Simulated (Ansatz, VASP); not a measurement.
## ScBrF2 in two plane-wave programs

One calculation is typed for both programs; each brings its own data sets. How far apart do they land? The cell is invented: As first built, before any earlier steps moved the atoms (in the runner's words): Br for half of the F in the ScF3 structure of space group R32. It may not be a known or stable phase. The two relaxations start from unlike cells of this crystal (the structure described is Ansatz's start), so only their ends are compared.

Calculated with Ansatz 0.2.0; plane waves, with VASP 6.6.1 beside it; relaxation of cell and atoms at PBEsol.

**1. Starting point**

Symmetry: C2, No. 5, monoclinic system. Conventional cell: a = 6.305 Å, b = 6.286 Å, c = 4.452 Å, α = 90.00°, β = 90.24°, γ = 90.00°. Nearest to Sc lie 2 Br at 2.23 Å and 4 F at 2.23 Å. F has 2 Sc at 2.23 Å nearest. Nearest to Br lie 2 Sc at 2.23 Å. It derives from ScF3. As first built, before any earlier steps moved the atoms (in the runner's words): Br for half of the F in the ScF3 structure of space group R32. Farther neighbours and most contacts between anions are not listed.

**2. Ansatz: relaxation of cell and atoms, PBEsol**

Ansatz runs on its default PAW (the set named soft_2) files.

The relaxed volume is the usual yardstick between codes: in a stiff, nearly cubic crystal its relative difference is about their pressure difference at one cell divided by the bulk modulus.

input.yaml

```yaml
crystal:
  lattice:
    - [3.1430271634, 1.8146275789, 2.5778031466]
    - [-3.1430271634, 1.8146275789, 2.5778031466]
    - [0.0, -3.6292551577, 2.5778031466]
  atoms:
    - { symbol: Sc, position: [0.0, 0.0, 0.0] }
    - { symbol: F, position: [0.5, 0.988434, 0.011566] }
    - { symbol: F, position: [0.011566, 0.5, 0.988434] }
    - { symbol: Br, position: [0.988434, 0.011566, 0.5] }
kpoints:
  mp_grid: { grid: [6, 6, 6] }
scf:
  occupations: { method: gaussian, width: 0.03 }
hamiltonian:
  xc: pbesol
output:
  forces: true
  stress: true
relax:
  f_tol: 0.02
  max_steps: 60
  cell: {}
```

The run is started by

```
ansatz run input.yaml --threads 2 --pin off --max-ram 4096MiB --backend cpu --events-out ev --progress --plain --runs-dir out
```

Numbers of over 12 decimals in the logs are rounded to 6 here.

The program printed:

```text
Engine: ansatz 0.2.0, aarch64-unknown-linux-gnu
Pseudopotentials: kind: paw
Pseudopotential: Sc, paw, valence charge 11, recommended cutoff 420 eV (normal), Sc.paw.azcp
Pseudopotential: F, paw, valence charge 7, recommended cutoff 420 eV (normal), F.paw.azcp
Pseudopotential: Br, paw, valence charge 7, recommended cutoff 420 eV (normal), Br.paw.azcp
Functional definition: PBEsol
  exchange = pbesol_x
  correlation = pbesol_c
Crystal: 4 atoms, lattice volume = 88.214 Å³
Basis set: ecut = 420 eV, 1743 PW (Γ), exchange–correlation on 60×60×60 points (8 copies of the dense FFT grid, shifted against one another)
Bands: 20, of which v1, the nominal top of the filled ones, is band 16 counted from 1 (15 counted from 0)
Symmetry: 2 space group operations
Space group: C2 (ITA 5), of the structure as read, at distance tolerance 4.5e-5 Å
k-points: 68 of 216 (time reversal used)
Non-local potential: Sc, projectors of the file, l = 0: 3, l = 1: 2, l = 2: 3, l = 3: 1
Non-local potential: F, projectors of the file, l = 0: 2, l = 1: 2, l = 2: 1
Non-local potential: Br, projectors of the file, l = 0: 2, l = 1: 2, l = 2: 2
PAW form: soft (Blöchl's): semilocal exchange-correlation on the pseudo side does not see the compensation charge
PAW frozen core: Sc, regenerated for the run's functional, and the local potential with it (the file was generated under x = pbe(κ = 0.804, μ = 0.219515), c = pbe(β = 0.066725))
PAW frozen core: F, regenerated for the run's functional, and the local potential with it (the file was generated under x = pbe(κ = 0.804, μ = 0.219515), c = pbe(β = 0.066725))
PAW frozen core: Br, regenerated for the run's functional, and the local potential with it (the file was generated under x = pbe(κ = 0.804, μ = 0.219515), c = pbe(β = 0.066725))
PAW one-centre angular grid: Sc, 590 points (default); XC on 64 Gauss nodes
PAW one-centre angular grid: F, 110 points (default); XC on 64 Gauss nodes
PAW one-centre angular grid: Br, 110 points (default); XC on 64 Gauss nodes
Initial density: superposition of atomic densities (neutral atoms: chi_scale 0, normalization atom), corrected by the library's trained network
Initial wavefunctions: pseudopotential atomic-orbital guess
Functional: x = pbesol(κ = 0.804, μ = 0.123457), c = pbesol(β = 0.046)
SCF iter   1: F=—  HF=-6453.414118 eV  |F-HF|=—  |Δ(HF+E_count)|=         —  Δρ=8.88e-3  dr2=4.37e-2  ethr=1.77e-3  ⟨swp⟩=6.6  Hψ=7048  notcnv=0
preconditioner: auto → Resta (q_TF=auto, 2.304 Å⁻¹)  ε∞=4.3  [insulator: Δε(μ)=3.369 eV  Ē_g=10.658 eV  σ=0.030 eV  W_gap=1.00  n_scr=18 (ndim 8)  ℏωp=19.4 eV  f_vac=0.251  D(μ)=0.00/eV (n_scr^D=0)  ε∞_Penn≈4.3]
SCF iter   2: F=—  HF=-6453.405306 eV  |F-HF|=—  |Δ(HF+E_count)|=   8.81e-3  Δρ=2.81e-3  dr2=5.03e-3  ethr=1.37e-4  ⟨swp⟩=2.0  Hψ=2988  notcnv=0
SCF iter   3: F=—  HF=-6453.404591 eV  |F-HF|=—  |Δ(HF+E_count)|=   7.15e-4  Δρ=1.08e-3  dr2=9.41e-4  ethr=1.57e-5  ⟨swp⟩=2.0  Hψ=2220  notcnv=0
SCF iter   4: F=—  HF=-6453.404516 eV  |F-HF|=—  |Δ(HF+E_count)|=   7.55e-5  Δρ=2.20e-4  dr2=3.97e-5  ethr=2.94e-6  ⟨swp⟩=2.0  Hψ=2075  notcnv=0
SCF iter   5: F=—  HF=-6453.404859 eV  |F-HF|=—  |Δ(HF+E_count)|=   3.44e-4  Δρ=6.17e-5  dr2=4.84e-6  ethr=1.24e-7  ⟨swp⟩=2.1  Hψ=2306  notcnv=0
SCF iter   6: F=—  HF=-6453.404869 eV  |F-HF|=—  |Δ(HF+E_count)|=   9.70e-6  Δρ=1.49e-5  dr2=4.02e-7  ethr=1.51e-8  ⟨swp⟩=2.0  Hψ=2037  notcnv=0
SCF iter   7: F=-6453.404870 eV  HF=-6453.404870 eV  |F-HF|=1.08e-7  |Δ(HF+E_count)|=   1.18e-6  Δρ=5.01e-6  dr2=5.01e-8  ethr=3.13e-10  ⟨swp⟩=5.0  Hψ=5107  notcnv=0
SCF 1 converged in 7 iterations: F = -6453.404870 eV  dr2 = 5.01e-8
  greatest PAW one-centre occupation: 0.998 electrons in one spin orbital (limit 2), on the Sc atom at site 0 (counted from 0), in its partial waves of l = 0
relax step   1: F+E_penalty+E_count = -6453.40487035 eV  Δ(F+E_penalty+E_count) = +0.000e0 eV  max|allowed force component| = 4.675e-1 eV/Å  Δτ_max = 0.0000 Å  P = +5.666 GPa  Ω = 88.214 Å³  (7 SCF iters, dr2 threshold 1.00e-7 eV, accepted)
[...]
relax step  11: F+E_penalty+E_count = -6455.81094523 eV  Δ(F+E_penalty+E_count) = +5.184e-5 eV  max|allowed force component| = 1.431e-3 eV/Å  Δτ_max = 0.0002 Å  P = +0.001 GPa  Ω = 84.355 Å³  energy of the carried Pulay correction = -2.678e-3 eV  (5 SCF iters, dr2 threshold 8.85e-9 eV, accepted)
[...]
relax step  12: F+E_penalty+E_count = -6455.81432898 eV  Δ(F+E_penalty+E_count) = -3.384e-3 eV  max|allowed force component| = 1.438e-3 eV/Å  Δτ_max = 0.0000 Å  P = +0.076 GPa  Ω = 84.355 Å³  stress off target by 1.50e-1 GPa  SCF on the basis re-selected at this cell (its energy is not comparable with the rows above)  (7 SCF iters)
[...]
relax step  13: F+E_penalty+E_count = -6455.81416986 eV  Δ(F+E_penalty+E_count) = +1.591e-4 eV  max|allowed force component| = 4.655e-4 eV/Å  Δτ_max = 0.0006 Å  P = -0.003 GPa  Ω = 84.456 Å³  energy of the carried Pulay correction = -1.982e-4 eV  (5 SCF iters, dr2 threshold 5.65e-8 eV, accepted)
[...]
relax step  14: F+E_penalty+E_count = -6455.81431126 eV  Δ(F+E_penalty+E_count) = -1.414e-4 eV  max|allowed force component| = 4.670e-4 eV/Å  Δτ_max = 0.0000 Å  P = -0.001 GPa  Ω = 84.456 Å³  stress off target by 9.48e-3 GPa  SCF on the basis re-selected at this cell (its energy is not comparable with the rows above)  (8 SCF iters)
basis re-selected at this cell: Δ(F+E_penalty+E_count) = -1.414e-4 eV, ΔP = +0.002 GPa vs the last step (what re-selecting the basis moved, of the pressure what is left beyond the Pulay correction that the steps carried, after the strain that the cell walked since its last selection, with what the two solves' SCF thresholds leave and, on support functions, any second-order correction that the steps lacked; it is no m [...]
SCF converged after 8 iterations
Free energy (F): -6455.814311 eV
Harris-Foulkes:  -6455.814311 eV  (|F-HF|=5.46e-12)
Internal energy: -6455.814311 eV  (E = F + TS)
E sigma→0 (E₀):  -6455.814311 eV
Fermi energy:    3.806941 eV
--- Per-component energies (eV) ---
  E_band       = -363.733459
  E_kinetic    = 807.275180
  E_local      = -3206.003162  (includes V_loc(G=0)·N_el)
  E_nonlocal   = 296.960291
  E_hartree    = 1215.367746
  E_xc         = -523.077617
  E_vxc        = -436.339394  (∫ρ·V_xc dr)
  E_paw        = -3520.417052  (= ΣΔE_a)
  E_vpaw       = -256.365906  (= ΣTr[D̂ρ^β])
  E_aug_tail   = 0.004104  (compensation charges beyond the density's cutoff)
  E_ewald      = -1526.229983
  E_core_change = 0.306181  (= ΣΔE_core)
  E_smearing   = -0.000000  (= −TS)
  E_closure    = 0.000000  (closes the sum)
  Σ components = -6455.814311   (vs F -6455.814311, Δ=0.00e0)
--- Forces (eV/Å), atoms counted from 1 ---
  atom   1  Sc    -0.00046690    -0.00000000     0.00000000
  atom   2  F      0.00020577     0.00007553    -0.00013337
  atom   3  F      0.00020577    -0.00007553     0.00013337
  atom   4  Br     0.00005569     0.00000000     0.00000000
  max |Σ_I F_I| component: 3.47e-7 eV/Å
--- Stress (GPa, compression-positive) ---
       -0.006804       0.000000       0.000000
        0.000000       0.004955      -0.007307
        0.000000      -0.007307      -0.002309
  P = ⅓ Tr σ = -0.0014 GPa (-0.014 kbar)
--- Relaxed structure (11 steps of the walk, 11 accepted, 3 SCFs on fresh bases) ---
  F+E_penalty+E_count = -6455.81431126 eV   max|allowed force component| = 4.670e-4 eV/Å   (the final SCF, on the basis selected at the relaxed cell)
  cell:  # Å, volume = 84.4561 Å³
    - [2.833438, 1.635130, 2.314024]
    - [-2.833438, 1.635130, 2.314024]
    - [0.0, -4.295430, 3.035685]
  atoms:
    - { symbol: Sc, position: [1.8626088634238405e-5, -1.8626088634238405e-5, 0.0] }
    - { symbol: F, position: [0.500008, 1.000020, 1.9719455770950134e-5] }
    - { symbol: F, position: [-2.010524490447807e-5, 0.499992, 0.999980] }
    - { symbol: Br, position: [0.999993, 6.661127101459385e-6, 0.500000] }
```

**3. VASP: relaxation of cell and atoms, PBEsol**

Its own start cell and the same functional, mesh and smearing now go to VASP, with its own data sets.

Lines of VASP's logs that name or quote its potential files are left out, and so is its time.

INCAR

```
SYSTEM = ScBrF2
PREC = Accurate
ENCUT = 600
EDIFF = 1E-07
NELM = 120
ISMEAR = 0
SIGMA = 0.03
LREAL = .FALSE.
ALGO = Normal
GGA = PS
NBANDS = 22
LASPH = .TRUE.
LORBIT = 11
LWAVE = .FALSE.
LCHARG = .FALSE.
ISIF = 3
IBRION = 2
NSW = 80
EDIFFG = -0.005
GGA_COMPAT = .FALSE.
NELMIN = 4
EFERMI = MIDGAP
```

POSCAR

```
ScBrF2
1.0
    2.8387079241      1.6370126941      2.3196291042
   -2.8387079241      1.6370126941      2.3196291042
    0.0000000000     -4.2827520505      3.0264001741
Sc F Br
1 2 1
Direct
    0.9996133931      0.0003866069      0.0000000000
    0.4996992465      0.0002689419      0.9997807217
    0.9997310956      0.5003007909      0.0002195913
    0.0009564800      0.9990435575      0.5000001565
```

KPOINTS

```
Automatic mesh
0
Gamma
6 6 6
0 0 0
```

The projector-augmented-wave data sets are Sc_sv, F and Br (PBE family, release 64).

The run is started by

```
mpirun -np 1 vasp_std
```

The program printed:

```text
[banner, memory and clock lines left out]
running    1 mpi-ranks, on    1 nodes
 distrk:  each k-point on    1 cores,    1 groups
 distr:  one band on    1 cores,    1 groups

 POSCAR found type information on POSCAR ScF Br
 POSCAR found :  3 types and       4 ions
|                                                                             |
|               ----> ADVICE to this user running VASP <----                  |
|                                                                             |
|     You enforced a specific xc type in the INCAR file but a different       |
|     [... a line on the potential file left out ...]
|     I HOPE YOU KNOW WHAT YOU ARE DOING!                                     |
|                                                                             |

 LDA part: xc-table for (Slater+PW92), standard interpolation
 POSCAR, INCAR and KPOINTS ok, starting setup
 FFT: planning ... GRIDC
 FFT: planning ... GRID_SOFT
 FFT: planning ... GRID
 WAVECAR not read
 entering main loop
       N       E                     dE             d eps       ncg     rms          rms(c)
DAV:   1     0.411694837150E+03    0.41169E+03   -0.15766E+04  2992   0.156E+03
DAV:   2     0.203470008836E+02   -0.39135E+03   -0.37594E+03  3648   0.437E+02
DAV:   3    -0.269269581823E+02   -0.47274E+02   -0.46028E+02  4334   0.160E+02
DAV:   4    -0.286347302992E+02   -0.17078E+01   -0.17059E+01  4072   0.320E+01
DAV:   5    -0.286690851961E+02   -0.34355E-01   -0.34340E-01  3756   0.416E+00    0.139E+01
DAV:   6    -0.250991288661E+02    0.35700E+01   -0.11288E+01  4790   0.418E+01    0.597E+00
DAV:   7    -0.250316937804E+02    0.67435E-01   -0.91296E-01  3992   0.738E+00    0.333E+00
DAV:   8    -0.250104674808E+02    0.21226E-01   -0.21677E-01  4282   0.431E+00    0.606E-01
DAV:   9    -0.250075087992E+02    0.29587E-02   -0.92571E-02  4522   0.242E+00    0.567E-01
DAV:  10    -0.250049700008E+02    0.25388E-02   -0.25750E-02  4132   0.156E+00    0.125E-01
DAV:  11    -0.250051290989E+02   -0.15910E-03   -0.24275E-03  4462   0.709E-01    0.997E-02
DAV:  12    -0.250050287725E+02    0.10033E-03   -0.33539E-04  4178   0.346E-01    0.124E-02
DAV:  13    -0.250050420967E+02   -0.13324E-04   -0.35371E-05  3372   0.464E-02    0.854E-03
DAV:  14    -0.250050490610E+02   -0.69643E-05   -0.88090E-06  3628   0.222E-02    0.533E-03
DAV:  15    -0.250050495906E+02   -0.52957E-06   -0.13029E-06  3812   0.188E-02    0.267E-03
DAV:  16    -0.250050497910E+02   -0.20045E-06   -0.63202E-07  4172   0.108E-02    0.345E-04
DAV:  17    -0.250050497786E+02    0.12413E-07   -0.20161E-08  2342   0.215E-03
   1 F= -.25005050E+02 E0= -.25005050E+02  d E =-.250050E+02
 curvature:   0.00 expect dE= 0.000E+00 dE for cont linesearch  0.000E+00
 trial: gam= 0.00000 g(F)=  0.137E-05 g(S)=  0.639E-03 ort = 0.000E+00 (trialstep = 0.100E+01)
 search vector abs. value=  0.641E-03
 bond charge predicted
       N       E                     dE             d eps       ncg     rms          rms(c)
DAV:   1    -0.250084895406E+02   -0.34397E-02   -0.11510E-01  3390   0.396E+00    0.394E-01
DAV:   2    -0.250060009087E+02    0.24886E-02   -0.71857E-03  4150   0.814E-01    0.155E-01
DAV:   3    -0.250054626572E+02    0.53825E-03   -0.75758E-04  4628   0.365E-01    0.591E-02
DAV:   4    -0.250053783376E+02    0.84320E-04   -0.12252E-04  4722   0.107E-01    0.261E-02
DAV:   5    -0.250053686243E+02    0.97133E-05   -0.10299E-05  4050   0.344E-02    0.568E-03
DAV:   6    -0.250053680652E+02    0.55903E-06   -0.10201E-06  4290   0.930E-03    0.151E-03
DAV:   7    -0.250053681724E+02   -0.10718E-06   -0.88432E-08  2018   0.306E-03    0.438E-04
DAV:   8    -0.250053681512E+02    0.21213E-07   -0.16314E-08  1592   0.227E-03
   2 F= -.25005368E+02 E0= -.25005368E+02  d E =-.318373E-03
 trial-energy change:   -0.000318  1 .order   -0.000316   -0.000641    0.000008
 step:   0.9885(harm=  0.9883)  dis= 0.00013  next Energy=   -25.005368 (dE=-0.318E-03)
 reached required accuracy - stopping structural energy minimisation
```

[end of part 1 of 2]

[Lines on the potential files, build, host, timing and source positions are cut from VASP's logs without a mark.]

[Logs are printed without paths, hosts, clocks, repeated set-up lines and the standing remarks that a program may print on its own settings, such as how far it seeks lower states.]

[Hosts, paths, dates, database ids (printed as entryN), source tags and the programs' standing remarks are cut or masked in the printed files.]
